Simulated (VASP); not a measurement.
# LiTl2B6: relaxation of cell and atoms with PBE

Crystal: LiTl2B6.

```
Li Tl B
1.0
     0.00000    3.92569    3.92569
     3.92569    0.00000    3.92569
     3.92569    3.92569    0.00000
Li Tl B
1 2 6
Direct
  0.00000 0.00000 0.00000
  0.75000 0.75000 0.75000
  0.25000 0.25000 0.25000
  0.79786 0.79786 0.20214
  0.20214 0.79786 0.20214
  0.79786 0.20214 0.20214
  0.20214 0.20214 0.79786
  0.79786 0.20214 0.79786
  0.20214 0.79786 0.79786
```

The cell was built by a generator and needn't be a form met in nature.

The cell isn't the ideal one: species swapped into the K2H6Pt type (Fm-3m, No. 225).

* Program: VASP 6.6.1
* Task: relaxation of cell and atoms
* Functional: PBE
* Potentials or basis: VASP PAW PBE potentials, release 64 (Li_sv, Tl_d, B)
* Cutoff: 600 eV
* k mesh: 4 × 4 × 4
* Occupations: gaussian, width 0.1 eV
* Spin: no spin polarisation
* Dipole correction: no
* Further INCAR settings: ALGO = Normal; EDIFF = 1e-06; IBRION = 2; EDIFFG = -0.04; NSW = 90; ISIF = 3

| Property | Result |
| --- | --- |
| Relaxed volume | 16.93 Å³/atom |
| Relaxed cell | a = 5.995 Å, b = 5.995 Å, c = 5.995 Å, α = 60.00°, β = 60.00°, γ = 60.00° |
| Space group after relaxing (to 0.05 Å) | Fm-3m (No. 225) |
| Energy gained by relaxing | 1694.7 meV/atom |
| Ionic steps | 41 |
| Pressure after relaxing | 0.0 GPa |
| Largest force after relaxing | 0.008 eV/Å |
| Band gap on the k mesh | none (metal or under the smearing width) |

Forces in eV/Å, atoms in the order of the input:
```
Li   0.000  0.000  0.000
Tl   0.000  0.000  0.000
Tl   0.000  0.000  0.000
B    0.000  0.000  0.008
B    0.000 -0.008  0.000
B   -0.008  0.000  0.000
B    0.000  0.000 -0.008
B    0.000  0.008  0.000
B    0.008  0.000  0.000
```

The path:
| step | energy change (eV) | largest force (eV/Å) | pressure (GPa) | volume (Å³) |
| --- | --- | --- | --- | --- |
| 1 | 0.0000 | 2.3185 | 11.02 | 121.00 |
| 3 | -1.6652 | 0.7431 | -3.30 | 143.79 |
| 5 | -2.0548 | 0.8613 | -3.45 | 139.06 |
| 7 | -7.3237 | 3.8300 | 21.26 | 91.79 |
| 9 | -4.0285 | 3.5027 | 27.46 | 90.88 |
| 11 | -0.3171 | 1.4211 | 134.34 | 66.14 |
| 13 | -3.4386 | 4.1314 | 74.65 | 75.14 |
| 15 | -3.6729 | 4.3166 | 64.59 | 77.43 |
| 17 | -3.7439 | 4.2452 | 66.82 | 76.87 |
| 19 | -3.8908 | 3.7584 | 78.00 | 74.40 |
| 21 | -4.3457 | 3.6189 | 75.54 | 74.89 |
| 23 | -6.2266 | 3.0572 | 66.12 | 77.11 |
| 25 | -10.7316 | 1.1696 | 47.86 | 86.46 |
| 27 | -12.3249 | 2.0469 | 34.28 | 94.65 |
| 29 | -14.2507 | 1.1911 | 3.89 | 112.70 |
| 31 | -14.3652 | 1.2887 | 1.76 | 115.84 |
| 33 | -14.9649 | 0.2995 | 2.22 | 129.53 |
| 35 | -15.0446 | 0.4154 | 4.17 | 134.60 |
| 37 | -15.1950 | 0.4510 | 2.76 | 144.45 |
| 39 | -15.2501 | 0.1463 | 0.20 | 153.14 |
| 41 | -15.2520 | 0.0084 | 0.04 | 152.36 |

Final structure:
```cif
data_structure
_symmetry_space_group_name_H-M 'P 1'
_symmetry_Int_Tables_number 1
_cell_length_a 5.9951
_cell_length_b 5.9951
_cell_length_c 5.9951
_cell_angle_alpha 60.000
_cell_angle_beta 60.000
_cell_angle_gamma 60.000
_cell_volume 152.36
loop_
_atom_site_label
_atom_site_type_symbol
_atom_site_fract_x
_atom_site_fract_y
_atom_site_fract_z
_atom_site_occupancy
Li1 Li 0.00000 0.00000 0.00000 1
Tl1 Tl 0.75000 0.75000 0.75000 1
Tl2 Tl 0.25000 0.25000 0.25000 1
B1 B 0.64453 0.64453 0.35547 1
B2 B 0.35547 0.64453 0.35547 1
B3 B 0.64453 0.35547 0.35547 1
B4 B 0.35547 0.35547 0.64453 1
B5 B 0.64453 0.35547 0.64453 1
B6 B 0.35547 0.64453 0.64453 1
```

Levels at points of the mesh, in eV from the Fermi level:
```csv
k point,band 20,band 21,band 22,band 23,band 24,band 25,band 26,band 27
"(0.00, 0.00, 0.00)",-3.30,-0.61,-0.61,0.17,0.17,0.17,0.29,4.23
"(0.50, 0.00, 0.00)",-2.74,-1.16,-1.16,-0.92,-0.42,1.08,1.08,2.44
"(0.50, 0.50, 0.00)",-2.38,-1.65,-0.55,-0.50,-0.50,-0.44,1.29,3.32
```

It took 19 min on 1 thread of AMD EPYC 7R13 Processor (Zen 3) (shared host), peak memory 0.35 GiB.

Caveat: the cutoff is under 1.25 times the usual one of these potentials, so pressure, stress and relaxed cells hold a basis-set (Pulay) error; the volume moved by over 15 % at a fixed basis, so the end points are rough. The run has no spin-orbit coupling, so splittings on Tl are missing.
